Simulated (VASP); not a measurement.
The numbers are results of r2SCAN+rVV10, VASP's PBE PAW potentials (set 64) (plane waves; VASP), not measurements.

A VASP calculation is set up with these files.

### INCAR
```
! general
SYSTEM   = KTaO3
PREC     = Accurate
ENCUT    = 520
LREAL    = .FALSE.
LASPH    = .TRUE.

! electronic loop
EDIFF    = 1E-7
NELM     = 100
ALGO     = Normal
LMAXMIX  = 6
LMIXTAU  = .TRUE.

! smearing
ISMEAR   = 0
SIGMA    = 0.05

! functional
METAGGA  = R2SCAN
LUSE_VDW = .TRUE.
BPARAM   = 11.95
CPARAM   = 0.0093

! ions
ISIF     = 2

! output
LWAVE    = .FALSE.
LCHARG   = .FALSE.
```

**POSCAR**
```
KTaO3
1
    3.9477237928     0.0000000000     0.0000000000
    0.0000000000     3.9477237928     0.0000000000
    0.0000000000     0.0000000000     3.9477237928
K Ta O
1 1 3
Direct
  0.0000000000   0.0000000000   0.0000000000
  0.5000000000   0.5000000000   0.5000000000
  0.5000000000   0.0000000000   0.5000000000
  0.0000000000   0.5000000000   0.5000000000
  0.5000000000   0.5000000000   0.0000000000
```

**KPOINTS**
```
K-points
0
G
 6 6 6
```

POTCAR, in this order: K_sv Ta_pv O (PBE.64 set). Program: vasp_std.

Output

File OUTCAR:
```
 ion  position               nearest neighbor table
   1  0.000  0.000  0.000-   3 2.79   4 2.79   5 2.79   3 2.79   4 2.79   4 2.79   5 2.79   4 2.79
                             3 2.79   5 2.79   3 2.79   5 2.79   2 3.42   2 3.42   2 3.42   2 3.42
   2  0.500  0.500  0.500-   3 1.97   4 1.97   5 1.97   5 1.97   3 1.97   4 1.97   1 3.42   1 3.42
                             1 3.42   1 3.42   1 3.42   1 3.42   1 3.42   1 3.42
   3  0.500  0.000  0.500-   2 1.97   2 1.97   1 2.79   1 2.79   1 2.79   1 2.79
   4  0.000  0.500  0.500-   2 1.97   2 1.97   1 2.79   1 2.79   1 2.79   1 2.79
   5  0.500  0.500  0.000-   2 1.97   2 1.97   1 2.79   1 2.79   1 2.79   1 2.79
  LATTYP: Found a simple cubic cell.
 ALAT       =     3.9477237928
 Subroutine PRICEL returns:
 Original cell was already a primitive cell.
 Subroutine GETGRP returns: Found 48 space group operations
The static configuration has the point symmetry O_h .
The dynamic configuration has the point symmetry O_h .
 Subroutine INISYM returns: Found 48 space group operations
 Subroutine IBZKPT returns following result:
 Found     20 irreducible k-points:

 Following reciprocal coordinates:
            Coordinates               Weight
  0.000000  0.000000  0.000000      1.000000
  0.166667  0.000000  0.000000      6.000000
  0.333333  0.000000  0.000000      6.000000
  0.500000  0.000000  0.000000      3.000000
...
```

OSZICAR:
```
       N       E                     dE             d eps       ncg     rms          rms(c)
DAV:   1     0.293518504680E+03    0.29352E+03   -0.22253E+04   920   0.173E+03
DAV:   2    -0.873385958184E+02   -0.38086E+03   -0.37194E+03  1140   0.471E+02
DAV:   3    -0.105411310591E+03   -0.18073E+02   -0.18029E+02  1158   0.102E+02
DAV:   4    -0.105899175196E+03   -0.48786E+00   -0.48754E+00  1638   0.144E+01
DAV:   5    -0.105901590703E+03   -0.24155E-02   -0.24154E-02  1165   0.102E+00    0.392E+01
DAV:   6    -0.869781158474E+02    0.18923E+02   -0.27639E+01  1184   0.449E+01    0.153E+01
DAV:   7    -0.858642296297E+02    0.11139E+01   -0.19797E+00  1394   0.126E+01    0.764E+00
DAV:   8    -0.897914971697E+02   -0.39273E+01   -0.11100E+00  1316   0.108E+01    0.103E+00
DAV:   9    -0.858475426342E+02    0.39440E+01   -0.69556E-01  1345   0.777E+00    0.485E-01
DAV:  10    -0.860761552534E+02   -0.22861E+00   -0.63488E-02  1256   0.219E+00    0.325E-01
DAV:  11    -0.860693479776E+02    0.68073E-02   -0.10366E-03  1214   0.318E-01    0.287E-01
DAV:  12    -0.861529479090E+02   -0.83600E-01   -0.30552E-02  1018   0.197E+00    0.761E-02
DAV:  13    -0.861572800562E+02   -0.43321E-02   -0.23858E-03  1379   0.424E-01    0.493E-02
DAV:  14    -0.861571847210E+02    0.95335E-04   -0.13939E-04  1200   0.109E-01    0.605E-02
DAV:  15    -0.861571352057E+02    0.49515E-04   -0.60493E-05  1202   0.718E-02    0.394E-02
DAV:  16    -0.861580618730E+02   -0.92667E-03   -0.43106E-04  1359   0.218E-01    0.162E-02
DAV:  17    -0.861581054840E+02   -0.43611E-04   -0.93370E-05  1200   0.102E-01    0.138E-02
DAV:  18    -0.861581242802E+02   -0.18796E-04   -0.80226E-06  1152   0.306E-02    0.883E-03
DAV:  19    -0.861581318595E+02   -0.75793E-05   -0.55100E-06  1426   0.202E-02    0.251E-03
DAV:  20    -0.861581420093E+02   -0.10150E-04   -0.42110E-06  1032   0.243E-02    0.239E-03
DAV:  21    -0.861581422155E+02   -0.20618E-06   -0.28345E-07   988   0.562E-03    0.109E-03
DAV:  22    -0.861581421912E+02    0.24323E-07   -0.33945E-08   684   0.214E-03
   1 F= -.86158142E+02 E0= -.86158142E+02  d E =-.350802E-15
```

### OUTCAR
```
------------------------ aborting loop because EDIFF is reached ----------------------------------------
  FORCE on cell =-STRESS in cart. coord.  units (eV):
  Direction    XX          YY          ZZ          XY          YZ          ZX
  --------------------------------------------------------------------------------------
  Total        2.6786096      2.6786096      2.6786096     -0.0000000      0.0000000     -0.0000000
  in kB       69.7557049     69.7557049     69.7557049     -0.0000000      0.0000000     -0.0000000
  external PRESSURE =      69.7557049 kB  Pullay stress =       0.0000000 kB
  volume of cell :       61.52
      direct lattice vectors                 reciprocal lattice vectors
     3.947723793  0.000000000  0.000000000     0.253310528  0.000000000  0.000000000
     0.000000000  3.947723793  0.000000000     0.000000000  0.253310528  0.000000000
     0.000000000  0.000000000  3.947723793     0.000000000  0.000000000  0.253310528
 POSITION                                       TOTAL-FORCE (eV/Angst)
 -----------------------------------------------------------------------------------
      0.00000      0.00000      0.00000         0.000000      0.000000      0.000000
      1.97386      1.97386      1.97386         0.000000      0.000000      0.000000
      1.97386      0.00000      1.97386         0.000000      0.000000      0.000000
      0.00000      1.97386      1.97386         0.000000      0.000000      0.000000
      1.97386      1.97386      0.00000         0.000000      0.000000      0.000000
 -----------------------------------------------------------------------------------
    total drift:                                0.000000      0.000000     -0.000000
  FREE ENERGIE OF THE ION-ELECTRON SYSTEM (eV)
  ---------------------------------------------------
  free  energy   TOTEN  =       -86.1581421912 eV

  energy  without entropy=      -86.1581421912  energy(sigma->0) =      -86.15814219
```
(Selected blocks of OUTCAR.)

OUTCAR:
```
 val. band max:        1.6207413791   @ k =   0.5000   0.5000   0.5000

 cond. band min:       4.2860247566   @ k =   0.0000   0.0000   0.0000


 Fermi energy:         1.8849455097

 k-point     1 :       0.0000    0.0000    0.0000
  band No.  band energies     occupation
      1     -33.4924      2.00000
      2     -33.4924      2.00000
      3     -33.4924      2.00000
      4     -26.7774      2.00000
      5     -17.0471      2.00000
      6     -16.3691      2.00000
      7     -16.3691      2.00000
      8      -9.5785      2.00000
      9      -9.5785      2.00000
     10      -9.5785      2.00000
     11      -0.8813      2.00000
     12      -0.8813      2.00000
     13      -0.8813      2.00000
     14       0.4710      2.00000
     15       0.4710      2.00000
     16       0.4710      2.00000
     17       0.9806      2.00000
     18       0.9806      2.00000
     19       0.9806      2.00000
     20       4.2860      0.00000
     21       4.2860      0.00000
     22       4.2860      0.00000
     23       9.2104      0.00000

 k-point     2 :       0.1667    0.0000    0.0000
  band No.  band energies     occupation
      1     -33.5223      2.00000
      2     -33.4913      2.00000
      3     -33.4913      2.00000
      4     -26.7691      2.00000
      5     -16.9770      2.00000
      6     -16.3635      2.00000
      7     -16.1897      2.00000
      8      -9.5676      2.00000
      9      -9.5676      2.00000
     10      -9.5399      2.00000
     11      -1.5897      2.00000
     12      -0.9163      2.00000
     13      -0.9163      2.00000
     14       0.0858      2.00000
     15       0.0858      2.00000
     16       0.2686      2.00000
     17       0.3415      2.00000
     18       0.8612      2.00000
     19       0.8612      2.00000
     20       4.3269      0.00000
     21       5.1008      0.00000
     22       5.1008      0.00000
     23       9.5417      0.00000

 k-point     3 :       0.3333    0.0000    0.0000
...
```

Unless said otherwise, spin-orbit coupling is left out, though it shifts the bands of the heavy elements here.

The compound is KTaO3 in the cubic perovskite structure. This cell is one point of a volume scan, at 0.97 of the reference volume.
